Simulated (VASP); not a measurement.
Here is the system:

```yaml
crystal:
  lattice:
    - [0.00000, 2.19344, 2.19344]
    - [2.19344, 0.00000, 2.19344]
    - [2.19344, 2.19344, 0.00000]
  atoms:
    - { symbol: Al, position: [0.00000, 0.00000, 0.00000] }
    - { symbol: N, position: [0.25000, 0.25000, 0.25000] }
```

Method: vdW-DF-cx, VASP's PBE PAW potentials (set 64) (plane waves; VASP 6.6.1). Numerical set-up: 520 eV cut-off, Gaussian smearing of 0.050 eV, potentials Al N.

**Question.** Give the energies of bands 2 to 5 at the high-symmetry points, in eV from the valence-band maximum.

**Answer.** 
| band | Γ | X | U | L | W |
|---|---|---|---|---|---|
| 2 | 0.00 | -4.85 | -4.21 | -5.80 | -3.74 |
| 3 | 0.00 | -1.76 | -3.61 | -0.47 | -3.41 |
| 4 | 0.00 | -1.76 | -1.36 | -0.47 | -2.68 |
| 5 | 4.12 | 3.27 | 5.10 | 7.30 | 5.98 |

The gap is indirect, 3.27 eV, from the valence maximum at Γ to the conduction minimum at X.

Measured: gap 5.34 eV (computed value off by -2.07 eV), as given by Daiki Deguchi et al., Japanese Journal of Applied Physics (2016), arXiv:1512.06930.

The compound is AlN in the zinc blende structure, a metastable form; wurtzite is the usual one. It was relaxed first.
